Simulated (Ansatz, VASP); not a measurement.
# Cross-check of CoSn between VASP and Ansatz, part 2 of 2

Aim: how closely do two programs agree when they are given the same cell, functional and k mesh? The cell is taken from a series of runs on this material, whose earlier steps may have relaxed, scaled, displaced or heated it; both programs get it as it stands.

VASP 6.6.1 and Ansatz 0.2.0.

So far: The structure; Ansatz: relaxation of cell and atoms, PBE; VASP: relaxation of cell and atoms, PBE.

## (3) VASP: relaxation of cell and atoms, PBE (continued)

Level of this step: PBE, no spin polarisation; plane waves and PAW (Co, Sn_d) (VASP).

Numbers of over 12 decimals in the logs are rounded to 6 here.

From OUTCAR (step 3):

```text
ion  position               nearest neighbor table
   1  0.000  0.500  0.000-   4 2.62   5 2.62   4 2.62   5 2.62   3 2.64   6 2.64   6 2.64   3 2.64
                             2 2.64   2 2.64
   2  0.500  0.500  0.000-   4 2.62   5 2.62   4 2.62   5 2.62   3 2.64   6 2.64   3 2.64   6 2.64
                             1 2.64   1 2.64
   3  0.500  0.000  0.000-   4 2.62   5 2.62   4 2.62   5 2.62   1 2.64   2 2.64   2 2.64   1 2.64
                             6 2.64   6 2.64
   4  0.667  0.333  0.500-   3 2.62   3 2.62   2 2.62   2 2.62   1 2.62   1 2.62   5 3.05   5 3.05
                             5 3.05   6 3.71   6 3.71   6 3.71   6 3.71   6 3.71   6 3.71
   5  0.333  0.667  0.500-   3 2.62   3 2.62   2 2.62   2 2.62   1 2.62   1 2.62   4 3.05   4 3.05
                             4 3.05   6 3.71   6 3.71   6 3.71   6 3.71   6 3.71   6 3.71
   6  0.000  0.000  0.000-   1 2.64   2 2.64   1 2.64   2 2.64   3 2.64   3 2.64   4 3.71   5 3.71
                             5 3.71   4 3.71   5 3.71   4 3.71   5 3.71   4 3.71   5 3.71   5 3.71

  LATTYP: Found a hexagonal cell.
 ALAT       =     5.2750000000
 C/A-ratio  =     0.8065402844

 Subroutine GETGRP returns: Found 24 space group operations
 (whereof 24 operations were pure point group operations)

The static configuration has the point symmetry D_6h.

 Found    114 irreducible k-points:

   k-points           NKPTS =    114   k-points in BZ     NKDIM =    114   number of bands    NBANDS=     42

   dimension x,y,z NGX =    42 NGY =   42 NGZ =   36
   dimension x,y,z NGXF=    84 NGYF=   84 NGZF=   72

   ENCUT  =  600.0 eV  44.10 Ry    6.64 a.u.  10.54 10.54  8.50*2*pi/ulx,y,z

   NELECT =      69.0000    total number of electrons

 k-points in reciprocal lattice and weights: Automatic mesh
   0.00000000  0.00000000  0.00000000       0.001
   0.08333333 -0.00000000  0.00000000       0.004
   0.16666667  0.00000000  0.00000000       0.004
   0.25000000 -0.00000000  0.00000000       0.004
   0.33333333 -0.00000000  0.00000000       0.004
   0.41666667 -0.00000000  0.00000000       0.004
   0.50000000 -0.00000000  0.00000000       0.002
   0.08333333  0.08333333  0.00000000       0.004
   0.16666667  0.08333333  0.00000000       0.008
[...]
0.33333333  0.25000000  0.50000000       0.008
   0.33333333  0.33333333  0.50000000       0.001

 average (electrostatic) potential at core
       1 -78.2036       2 -78.2036       3 -78.2036       4 -97.0727       5 -97.0727
       6 -97.1947

 E-fermi :   9.7639

 k-point     1 :       0.0000    0.0000    0.0000
  band No.  band energies     occupation
    ...
     30       9.3355      2.03590
     31       9.3510      2.04139
     32       9.3510      2.04139
     33       9.3788      2.05164
     34       9.3788      2.05165
     35      10.2837     -0.01227
     36      10.3613     -0.00374
     37      11.1253     -0.00000
     38      11.1253     -0.00000
     39      12.7007     -0.00000
    ...

 k-point     2 :       0.0833   -0.0000    0.0000
  band No.  band energies     occupation
    ...
     30       9.3187      2.03035
     31       9.3529      2.04208
     32       9.3749      2.05018
     33       9.3762      2.05067
     34       9.4234      2.06612
     35      10.2842     -0.01220
     36      10.4716     -0.00047
     37      11.1546     -0.00000
     38      11.1912     -0.00000
     39      12.7489     -0.00000
    ...

 k-point     3 :       0.1667    0.0000    0.0000
  band No.  band energies     occupation
    ...
     30       9.2627      2.01573
     31       9.3383      2.03687
     32       9.3707      2.04865
     33       9.4345      2.06858
     34       9.5609      1.98612
     35      10.3006     -0.00967
     36      10.6994     -0.00000
     37      11.2626     -0.00000
     38      11.4844     -0.00000
     39      12.9184     -0.00000
    ...

  Total        0.0037208      0.0037208      0.0073102     -0.0000000      0.0000000     -0.0000000
  in kB        0.0580739      0.0580739      0.1140969     -0.0000000      0.0000000     -0.0000000
  external PRESSURE =       0.0767482 kB  Pullay stress =       0.0000000 kB

  energy-cutoff  :      600.00
  volume of cell :      102.65
      direct lattice vectors                 reciprocal lattice vectors
     5.296469917 -0.000000000 -0.000000000     0.188804999  0.109006617  0.000000000
    -2.648234959  4.586877494 -0.000000000     0.000000000  0.218013235 -0.000000000
    -0.000000000  0.000000000  4.225318898     0.000000000  0.000000000  0.236668527

 POSITION                                       TOTAL-FORCE (eV/Angst)
 -----------------------------------------------------------------------------------
     -1.32412      2.29344     -0.00000        -0.000000     -0.000000      0.000000
      1.32412      2.29344     -0.00000        -0.000000     -0.000000      0.000000
      0.00000      4.58688     -0.00000        -0.000000     -0.000000      0.000000
      2.64823      1.52896      2.11266         0.000000     -0.000000     -0.000000
      0.00000      3.05792      2.11266        -0.000000      0.000000     -0.000000
     -2.64823      4.58688     -0.00000        -0.000000     -0.000000      0.000000
 -----------------------------------------------------------------------------------
    total drift:                                0.000000      0.000000      0.000000

  FREE ENERGIE OF THE ION-ELECTRON SYSTEM (eV)
  ---------------------------------------------------
  free  energy   TOTEN  =       -33.2284665555 eV

  energy  without entropy=      -33.2801819630  energy(sigma->0) =      -33.24570502

 reached required accuracy - stopping structural energy minimisation

 total charge
# of ion       s       p       d       tot
------------------------------------------
    1        0.394   0.450   7.467   8.312
    2        0.394   0.450   7.467   8.312
    3        0.394   0.450   7.467   8.312
    4        1.130   1.240  10.064  12.435
    5        1.130   1.240  10.064  12.435
    6        1.161   1.094  10.035  12.291
--------------------------------------------------
tot          4.604   4.925  52.566  62.095

[... 3 further parts left out ...]
```

This run has no spin polarisation, so a moment on Co, if there is one, isn't seen. Its electron count is odd, so without a moment it is a metal by construction. The run keeps the 24 symmetry operations of its start, so it cannot find a distortion of lower symmetry.

## (4) Side by side

Known differences besides the potentials themselves: the data sets hold 93 valence electrons in Ansatz (on its default PAW (the set named soft_2) files) and 69 in VASP; the cutoff is 420 eV in Ansatz and 600 eV in VASP; Ansatz adds a Pulay correction to the stress that steers its cell, VASP none. Total energies have different zeros and are not compared.

Both answers:

| quantity | Ansatz | VASP | difference |
| --- | --- | --- | --- |
| volume (Å³) | 102.70 | 102.65 | +0.05 % |
| edge a after relaxation, in the typed setting (Å) | 5.296 | 5.296 | +0.00 % |
| edge c after relaxation, in the typed setting (Å) | 4.228 | 4.225 | +0.05 % |

## (5) Results

```json
{
 "difference in edge c after relaxation, in the typed setting (relaxation of cell and atoms, PBE)": "0.052 %"
}
```

The difference in edge c after relaxation, in the typed setting is 0.052 % (relaxation of cell and atoms, PBE), within the 1.2 % picked in this series as the mark of a large difference, as far as the stopping tolerances let one tell. The data sets hold unlike numbers of valence electrons (93 in Ansatz and 69 in VASP), so part of the differences comes from the potentials. How closely two codes agree says nothing of how well the functional describes the real material.

[Lines on the potential files, build, host, timing and source positions are cut from VASP's logs without a mark.]

[Logs are printed without paths, hosts, clocks, repeated set-up lines and the standing remarks that a program may print on its own settings, such as how far it seeks lower states.]

[Hosts, paths, dates, database ids (printed as entryN), source tags and the programs' standing remarks are cut or masked in the printed files.]
